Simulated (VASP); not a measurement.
Energy against volume of PbTe (rock salt). Level of theory: PBE GGA, VASP's PBE PAW potentials (set 64) (plane waves; VASP). Run with 520 eV cut-off, 7×7×7 Γ-centred mesh, Gaussian smearing of 0.050 eV, potentials Te Pb_d.

| V (Å³/atom) | E (eV/atom) |
|---|---|
| 34.332 | -3.75769 |
| 35.394 | -3.76199 |
| 36.456 | -3.75857 |
| 37.517 | -3.74863 |

Fit these four points and predict the energy of the run at 33.270 Å³/atom.

A cubic in V^(−2/3), the third-order Birch-Murnaghan form, passes through the four points with V0 = 35.43 Å³/atom and B0 = 39 GPa, and gives -3.7443 eV/atom there. The run gave -3.7443 eV/atom, -0.0 meV/atom from the fit; all five points give B0 = 39 GPa.

The compound is PbTe in the rock salt structure. It was relaxed first, which changed the volume by +5 %.
